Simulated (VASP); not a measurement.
Level of theory: PBE GGA, VASP's PBE PAW potentials (set 64) (plane waves; VASP 6.6.1).

The input files of a VASP run:

**INCAR**
```
SYSTEM = Ir
PREC = Accurate
ENCUT = 400
EDIFF = 1E-6
NELM = 100
ALGO = Normal
LREAL = .FALSE.
LASPH = .TRUE.
ISMEAR = 1
SIGMA = 0.1
GGA = PE
LMAXMIX = 6
LWAVE = .FALSE.
LCHARG = .FALSE.
ISIF = 2
```

### KPOINTS
```
Automatic mesh
0
Gamma
15 15 15
0 0 0
```

### POSCAR
```
Ir
2.715290
  0.0000000000   0.7071067915   0.7071067915
  0.7071067915   0.0000000000   0.7071067915
  0.7071067915   0.7071067915   0.0000000000
Ir
1
direct
  0.0000000000   0.0000000000   0.0000000000
```

POTCAR, in this order: Ir (PBE.64 set). Program: vasp_std.

The resulting files:

**OSZICAR**
```
       N       E                     dE             d eps       ncg     rms          rms(c)
DAV:   1     0.310449196305E+02    0.31045E+02   -0.38087E+03  2080   0.814E+02
DAV:   2    -0.890369461893E+01   -0.39949E+02   -0.37747E+02  1928   0.180E+02
DAV:   3    -0.939764917828E+01   -0.49395E+00   -0.49343E+00  2752   0.268E+01
DAV:   4    -0.940069013116E+01   -0.30410E-02   -0.30408E-02  2552   0.152E+00
DAV:   5    -0.940070122230E+01   -0.11091E-04   -0.11091E-04  2784   0.595E-02    0.152E+01
DAV:   6    -0.894015479467E+01    0.46055E+00   -0.94865E-01  2216   0.135E+01    0.629E+00
DAV:   7    -0.885097725525E+01    0.89178E-01   -0.31874E-01  2488   0.731E+00    0.153E+00
DAV:   8    -0.884592042642E+01    0.50568E-02   -0.18950E-03  2104   0.670E-01    0.667E-01
DAV:   9    -0.884455318567E+01    0.13672E-02   -0.11214E-03  2472   0.547E-01    0.115E-02
DAV:  10    -0.884455939071E+01   -0.62050E-05   -0.46862E-06  2616   0.221E-02    0.746E-03
DAV:  11    -0.884455980987E+01   -0.41916E-06   -0.25344E-07  1648   0.546E-03
   1 F= -.88445598E+01 E0= -.88444405E+01  d E =-.358022E-03
```

### OUTCAR
```
------------------------ aborting loop because EDIFF is reached ----------------------------------------
  FORCE on cell =-STRESS in cart. coord.  units (eV):
  Direction    XX          YY          ZZ          XY          YZ          ZX
  --------------------------------------------------------------------------------------
  Total        0.8241846      0.8241846      0.8241846     -0.0000000     -0.0000000      0.0000000
  in kB       93.2827572     93.2827572     93.2827572     -0.0000000     -0.0000000      0.0000000
  external PRESSURE =      93.2827572 kB  Pullay stress =       0.0000000 kB
  volume of cell :       14.16
      direct lattice vectors                 reciprocal lattice vectors
     0.000000000  1.920000000  1.920000000    -0.260416667  0.260416667  0.260416667
     1.920000000  0.000000000  1.920000000     0.260416667 -0.260416667  0.260416667
     1.920000000  1.920000000  0.000000000     0.260416667  0.260416667 -0.260416667
 POSITION                                       TOTAL-FORCE (eV/Angst)
 -----------------------------------------------------------------------------------
      0.00000      0.00000      0.00000         0.000000      0.000000      0.000000
 -----------------------------------------------------------------------------------
    total drift:                                0.000000     -0.000000      0.000000
  FREE ENERGIE OF THE ION-ELECTRON SYSTEM (eV)
  ---------------------------------------------------
  free  energy   TOTEN  =        -8.8445598099 eV

  energy  without entropy=       -8.8442017874  energy(sigma->0) =       -8.84444047
```
(Selected blocks of OUTCAR.)

The compound is Ir in the fcc structure. The cell was not relaxed at this level.
